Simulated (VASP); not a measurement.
These are HSE06 screened hybrid, VASP's PBE PAW potentials (set 64) (plane waves; VASP) values and carry that method's errors.

VASP ran on this input.

### INCAR
```
# general
SYSTEM   = CuGa32As32
PREC     = Normal
ENCUT    = 400
LREAL    = Auto
LASPH    = .TRUE.
ISYM     = 0
NELECT   = 268.0

# electronic loop
EDIFF    = 1E-5
NELM     = 50
NELMIN   = 4
ALGO     = Normal
LMAXMIX  = 4

# smearing
ISMEAR   = 0
SIGMA    = 0.05

# functional
GGA      = PE
LHFCALC  = .TRUE.
AEXX     = 0.25
HFSCREEN = 0.2
PRECFOCK = Fast

# ions
ISIF     = 0

# output
LWAVE    = .FALSE.
LCHARG   = .FALSE.
```

POSCAR:
```
CuGa32As32
1.0
 11.5222104212   0.0000000000   0.0000000000
  0.0000000000  11.5222104212   0.0000000000
  0.0000000000   0.0000000000  11.5222104212
Ga As Cu
32 32 1
Cart
  5.7440883991  11.5110982828  11.5120170788
  8.6562585639   2.8982583494  11.5131111599
  8.6547692894  11.5102599878   2.8977970945
 11.5133398113  11.5168316944  11.5143430870
  2.8677763763   2.8676343235   0.0007348405
  5.7725510852   5.7701235537   0.0053279865
  8.6454706605   8.6465815353  11.5172453152
  2.8623514626  11.5098550582   2.8657278966
  5.7983503848   2.8251943977   2.8495575113
  8.6395873173   5.7715701776   2.8700706085
  5.7742641625  11.5089328988   5.7765580756
  8.6422839271   2.8681290642   5.7761047504
  8.6448123598  11.5177437845   8.6460597024
 11.5051142205   5.7422202950  11.5116158685
  2.8996944362   8.6548976342  11.5066407175
 11.5202600566   2.8666699837   2.8709209027
  2.8244590191   5.8117094084   2.8291509219
  5.7748497927   8.6424133261   2.8686278976
 11.5095075149  11.5128444530   5.7460824178
  2.8500756720   2.8341224320   5.8016601628
  5.8117836944   5.8117130644   5.8224838896
  8.6595993885   8.6553544045   5.7453251378
  2.8960166077  11.5096464935   8.6580573388
  5.7767552425   2.8665919264   8.6504189579
  8.6565112229   5.7440920205   8.6601416099
 11.5022959178   8.6539996530   2.8996843520
 11.5203297741   5.7701482204   5.7757210331
  2.8661901285   8.6439080575   5.7765131240
 11.5095259101   2.8974892038   8.6573767311
  2.8647191329   5.7736208072   8.6487386820
  5.7448937970   8.6554684180   8.6619365283
 11.5154055754   8.6488022120   8.6471291997
  7.2266873280   1.4164639899   1.4176801350
 10.0814631044   4.3204365064   1.4485410067
 10.0805637141   1.4453515552   4.3221873074
  1.4323384940   1.4321014107   1.4341377172
  4.3187906093   4.3187188698   1.4374006585
  7.2076606651   7.2069292767   1.4347100311
 10.0797542488  10.0823256087   1.4394520083
  4.3193458647   1.4132829703   4.3225206427
  7.2064516649   4.3215679587   4.3267763411
 10.0810301896   7.1926673312   4.3220068950
  7.2053479097   1.4325252172   7.2075652796
 10.0813449914   4.3197772793   7.1993673733
 10.0795932421   1.4395021726  10.0816364699
  1.4067292280   7.2342151557   1.4099539709
  4.3215212188  10.0796331700   1.4441324074
  1.4330919521   4.3196538787   4.3218445401
  4.3205820066   7.2090249086   4.3231937368
  7.1998104426  10.0794841279   4.3207248336
  1.4180516848   1.4178846657   7.2268466053
  4.3242778270   4.3217140361   7.2189196068
  7.2361124616   7.2361135044   7.2370995290
 10.0830090555  10.0844638026   7.2034268243
  4.3206514336   1.4442192123  10.0845725089
  7.1979829278   4.3206409415  10.0869648331
 10.0826213977   7.2031459358  10.0837651165
  1.4401303842  10.0791705936   4.3224157260
  1.4323617447   7.2070713259   7.2092816949
  4.3198111465  10.0793189593   7.2021360878
  1.4427425834   4.3207824631  10.0859889630
  4.3216280631   7.1936934267  10.0850861655
  7.2028273064  10.0842606487  10.0848607957
  1.4387143921  10.0818103032  10.0822449025
  4.3298057457   4.3619698129   4.3155313297
```

KPOINTS:
```
Automatic mesh
0
Gamma
1 1 1
0 0 0
```

POTCAR, in this order: Ga As Cu (PBE.64 set). Program: vasp_gam. Read from the step before: WAVECAR.

The cell is charged, with a uniform compensating background. The supercell is sampled at Γ alone, which is coarse: total energies, pressure and levels can be off, energies of defects by several tenths of an eV.

Q: What does the run give for the energy per atom (σ→0)?

A: 
```
Quantity                       Result
---------------------  --------------
energy per atom (σ→0)  -4.791 eV/atom
```

**OSZICAR**
```
...
DAV:   5    -0.311432399669E+03    0.57228E-02   -0.11110E-02   388   0.215E-01    0.170E+00
DAV:   6    -0.311430160657E+03    0.22390E-02   -0.21181E-03   484   0.426E-01    0.947E-01
DAV:   7    -0.311429469319E+03    0.69134E-03   -0.91133E-04   444   0.808E-02    0.522E-01
DAV:   8    -0.311429228055E+03    0.24126E-03   -0.17442E-04   492   0.112E-01    0.283E-01
DAV:   9    -0.311429164427E+03    0.63627E-04   -0.64393E-05   380   0.233E-02    0.153E-01
DAV:  10    -0.311429149046E+03    0.15382E-04   -0.13198E-05   220   0.264E-02    0.848E-02
DAV:  11    -0.311429148935E+03    0.11066E-06   -0.99978E-06   220   0.121E-02
   1 F= -.31142915E+03 E0= -.31142915E+03  d E =-.530802E-15
```

The cell is a supercell with a defect, built from GaAs (zinc blende): Cu_i, charge -1. The cell's shape comes from a PBE relaxation. The run is not spin-polarised, so no state with unpaired spins was tried.
